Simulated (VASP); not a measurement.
# ZnGeSb2 with PBE: from relaxation to properties, part 6 of 6

What structure does ZnGeSb2 take at this level, and what are its properties? The cell is invented: it takes the structure of a Materials Project entry for ZnGeP2 (space group 115 there), with some of its atoms replaced by other elements, volume scaled by an estimate. It may not be a known or stable phase.

VASP 6.6.1, plane waves and PAW; the level of theory is named at each step.

So far. Step 6 (Total and projected DOS (PBE)): The finer mesh and the other smearing move the Fermi level by -0.09 eV from the 6×6×5 run, one measure of the sampling error in the zero of the bands above. Step 7 (Bands along the symmetry lines (TB-mBJ)): There is no gap at this level.

### 8. Zone-centre phonons (PBE) (continued)

Level of this step: PBE; plane waves and PAW (Sb, Ge_d, Zn); invented cell (VASP).

The modes at Γ (shares of kinetic energy by element, %):

```
mode  frequency (cm⁻¹)  symmetry  Sb %  Ge %  Zn %
   1              -0.7  acoustic    64    19    17
   2              -0.6  acoustic    64    19    17
   3              -0.6  acoustic    64    19    17
   4              49.3         E    61    17    23
   5              49.3         E    61    17    23
   6             147.3        A1   100     0     0
   7             165.9         B    13     4    83
   8             188.9         E    38    52    10
   9             188.9         E    38    52    10
  10             204.5         E    38    12    50
  11             204.5         E    38    12    50
  12             219.1         B    23    77     0
```

Displacements in mode 5 (49.3 cm⁻¹), the largest set to 1:
```
Sb1 -0.29  0.83  0.00
Sb2  0.28 -0.86  0.00
Ge3 -0.27 -0.82  0.00
Zn4  0.33  1.00  0.00
```

Displacements in mode 7 (165.9 cm⁻¹), the largest set to 1:
```
Sb1  0.00  0.00 -0.21
Sb2  0.00  0.00 -0.21
Ge3  0.00  0.00 -0.20
Zn4  0.00  0.00  1.00
```

The three acoustic modes lie within 0.7 cm⁻¹ of zero, and all others are real. By the characters of their eigenvectors the optical modes sort into (cm⁻¹) Raman active: E 49, A1 147, B 166, E 189, E 204, B 219; infrared active: E 49, B 166, E 189, E 204, B 219. In this point group the infrared-active B modes are B2 and the others B1.

### 9. Bands along the symmetry lines (PBE), changed input

Levels along the symmetry lines show where the bands peak and cross; KPOINTS_OPT computes them in the converged potential. Some settings are moved from the usual, to see what they do.

INCAR reads:

```
SYSTEM = ZnGeSb2
PREC = Accurate
ENCUT = 200
EDIFF = 1E-06
NELM = 100
ISMEAR = 0
SIGMA = 0.05
LREAL = .FALSE.
ALGO = Normal
GGA = PE
NBANDS = 32
LORBIT = 11
LWAVE = .FALSE.
LCHARG = .FALSE.
KPAR = 2
```

POSCAR reads:

```
ZnGeSb2
1.0
    4.3849205807      0.0000000000      0.0000000000
    0.0000000000      4.3849205807      0.0000000000
    0.0000000000      0.0000000000      6.1358124824
Sb Ge Zn
2 1 1
Direct
    0.0000000000      0.5000000000      0.2382535967
    0.5000000000      0.0000000000      0.7617464033
    0.5000000000      0.5000000000      0.5000000000
    0.0000000000      0.0000000000      0.0000000000
```

KPOINTS reads:

```
Automatic mesh
0
Gamma
2 2 2
0 0 0
```

KPOINTS_OPT reads:

```
Line mode
16
Line-mode
Reciprocal
  0.00000000   0.00000000   0.00000000 GAMMA
  0.00000000   0.50000000   0.00000000 X

  0.00000000   0.50000000   0.00000000 X
  0.50000000   0.50000000   0.00000000 M

  0.50000000   0.50000000   0.00000000 M
  0.00000000   0.00000000   0.00000000 GAMMA

  0.00000000   0.00000000   0.00000000 GAMMA
  0.00000000   0.00000000   0.50000000 Z

  0.00000000   0.00000000   0.50000000 Z
  0.00000000   0.50000000   0.50000000 R

  0.00000000   0.50000000   0.50000000 R
  0.50000000   0.50000000   0.50000000 A

  0.50000000   0.50000000   0.50000000 A
  0.00000000   0.00000000   0.50000000 Z

  0.00000000   0.50000000   0.00000000 X
  0.00000000   0.50000000   0.50000000 R

  0.50000000   0.50000000   0.00000000 M
  0.50000000   0.50000000   0.50000000 A
```

PAW data sets: Sb, Ge_d and Zn (PBE family, release 64).

Command:

```
$ mpirun -np 2 vasp_std
```

Output:

```text
[... set-up lines as in an earlier step ...]
 entering main loop
       N       E                     dE             d eps       ncg     rms          rms(c)
DAV:   1     0.157553615278E+03    0.15755E+03   -0.10081E+04   400   0.697E+02
DAV:   2     0.375124583351E+01   -0.15380E+03   -0.14754E+03   416   0.217E+02
DAV:   3    -0.107600734815E+02   -0.14511E+02   -0.14445E+02   440   0.595E+01
DAV:   4    -0.109693167085E+02   -0.20924E+00   -0.20920E+00   448   0.785E+00
DAV:   5    -0.109714357810E+02   -0.21191E-02   -0.21190E-02   432   0.697E-01    0.588E+00
DAV:   6    -0.103806395787E+02    0.59080E+00   -0.20853E+00   480   0.164E+01    0.281E+00
DAV:   7    -0.103489609611E+02    0.31679E-01   -0.21997E-01   432   0.327E+00    0.173E+00
DAV:   8    -0.103464278567E+02    0.25331E-02   -0.46269E-02   456   0.126E+00    0.254E-01
DAV:   9    -0.103464854275E+02   -0.57571E-04   -0.70342E-03   408   0.755E-01    0.102E-01
DAV:  10    -0.103469648905E+02   -0.47946E-03   -0.95266E-04   456   0.213E-01    0.297E-02
DAV:  11    -0.103470754666E+02   -0.11058E-03   -0.13579E-04   440   0.612E-02    0.141E-02
DAV:  12    -0.103471177806E+02   -0.42314E-04   -0.52725E-05   432   0.302E-02    0.488E-03
DAV:  13    -0.103471195147E+02   -0.17341E-05   -0.24093E-06   464   0.892E-03    0.287E-03
DAV:  14    -0.103471199757E+02   -0.46099E-06   -0.63420E-07   360   0.296E-03
   1 F= -.10347120E+02 E0= -.10347120E+02  d E =-.177044E-08
 Start KPOINTS_OPT (optional k-point list driver)
k-point batch [1-6\144]
       N       E                     dE             ncg
DAV:   1    -0.578525494209E+03   -0.88604E+03      392
DAV:   2    -0.144595860614E+04   -0.86743E+03      400
DAV:   3    -0.152742290608E+04   -0.81464E+02      448
DAV:   4    -0.152862515153E+04   -0.12022E+01      424
DAV:   5    -0.152863866352E+04   -0.13512E-01      456
DAV:   6    -0.152863909068E+04   -0.42715E-03      424
DAV:   7    -0.152863911287E+04   -0.22193E-04      440
DAV:   8    -0.152863911405E+04   -0.11801E-05      312
DAV:   9    -0.152863911411E+04   -0.60229E-07      312
[...]
k-point batch [139-144\144]
       N       E                     dE             ncg
DAV:   1    -0.652899870644E+03   -0.51001E+04      384
DAV:   2    -0.156626410728E+04   -0.91336E+03      392
DAV:   3    -0.164352304947E+04   -0.77259E+02      472
DAV:   4    -0.164459595050E+04   -0.10729E+01      440
DAV:   5    -0.164460735937E+04   -0.11409E-01      456
DAV:   6    -0.164460766283E+04   -0.30347E-03      456
DAV:   7    -0.164460767487E+04   -0.12031E-04      408
DAV:   8    -0.164460767545E+04   -0.58519E-06      360
```

Wall time 13 s (2 MPI ranks of Intel Xeon 6975P-C (Granite Rapids), shared host); peak memory 0.28 GiB; 24 s of CPU time.

From OUTCAR (step 9):

```text
   k-points           NKPTS =      6   k-points in BZ     NKDIM =      6   number of bands    NBANDS=     32

   ENCUT  =  200.0 eV  14.70 Ry    3.83 a.u.   5.06  5.06  7.08*2*pi/ulx,y,z

   NELECT =      36.0000    total number of electrons

 E-fermi :   3.8365

 k-point     1 :       0.0000    0.0000    0.0000
  band No.  band energies     occupation
    ...
     12      -3.5180      2.00000
     13      -2.9219      2.00000
     14       1.5139      2.00000
     15       1.5139      2.00000
     16       3.4625      2.00000
     17       4.0315      0.00000
     18       4.3100      0.00000
     19       4.3100      0.00000
     20       5.3293      0.00000
     21       5.8525      0.00000
    ...

  Total      -25.1614180    -25.1614180    -30.0142713      0.0000000     -0.0000000      0.0000000
  in kB     -341.7040704   -341.7040704   -407.6081360      0.0000000     -0.0000000      0.0000000
  external PRESSURE =    -363.6720923 kB  Pullay stress =       0.0000000 kB

 POSITION                                       TOTAL-FORCE (eV/Angst)
 -----------------------------------------------------------------------------------
      0.00000      2.19246      1.46188        -0.000000      0.000000      0.357073
      2.19246      0.00000      4.67393        -0.000000      0.000000     -0.357073
      2.19246      2.19246      3.06791         0.000000     -0.000000      0.000000
      0.00000      0.00000      0.00000        -0.000000      0.000000      0.000000
 -----------------------------------------------------------------------------------
    total drift:                               -0.000000      0.000000      0.000000

  FREE ENERGIE OF THE ION-ELECTRON SYSTEM (eV)
  ---------------------------------------------------
  free  energy   TOTEN  =       -10.3471199757 eV

  energy  without entropy=      -10.3471199739  energy(sigma->0) =      -10.34711997

[... 3 parts as in an earlier step ...]

[... 12 further parts left out ...]
```

The run converged; its settings lie outside those of the reference runs, so its numbers are set aside.

Against the sound run on this cell (band structure (PBE)) the energy at zero smearing moves by +887.2 meV an atom and the pressure by -36.38 GPa.

Settings moved from the usual: ENCUT = 200 and k-mesh = 2×2×2.

The mesh holds 6 irreducible points against 30. The cutoff falls from 410 to 200 eV, which shrinks the basis; the stress suffers most (Pulay stress), and PAW energies need not rise evenly as the basis shrinks.

### 10. Outcome

| Item | Value |
| --- | --- |
| relaxed volume | 29.49 Å³/atom |
| relaxed conventional cell a, b, c | 4.385, 4.385, 6.136 Å |
| space group after relaxing, within 0.02 Å | P-4m2 (No. 115) |
| band gap | none, a metal |
| DOS at the Fermi level | 0.268 states/eV/cell |
| band gap (TB-mBJ) | none, a metal |
| highest zone-centre mode | 219 cm⁻¹ |

What this shows: With PBE, ZnGeSb2 relaxes to 29.49 Å³/atom in space group P-4m2 (held by the symmetry of the run) and comes out as a metal. Band structure (PBE): Of the bands kept, 2 cross the Fermi level on this path. Bands along the symmetry lines (TB-mBJ): Of the bands kept, 3 cross the Fermi level on this path. Zone-centre phonons (PBE): The highest mode in this list at Γ, 219.1 cm⁻¹, is mostly motion of Ge (77 % of the kinetic energy). The other levels ran on the cell relaxed with PBE, and without spin-orbit coupling unless named. Spin-orbit coupling is left out, and with elements this heavy it would split and shift bands near the Fermi level. The k-sampling is coarse for a metal, so the Fermi level, pressures and the shape of the cell carry errors. Modes at Γ alone can't show that the crystal is stable at other wave vectors. No search among competing phases was made. All values are for a static lattice at zero temperature.

[Lines on the potential files, build, host, timing and source positions are cut from VASP's logs without a mark.]

[Logs are printed without paths, hosts, clocks, repeated set-up lines and the standing remarks that a program may print on its own settings, such as how far it seeks lower states.]

[Hosts, paths, dates, database ids (printed as entryN), source tags and the programs' standing remarks are cut or masked in the printed files.]

[A measured line is paired with the nearest computed mode of its activity, which favours agreement.]
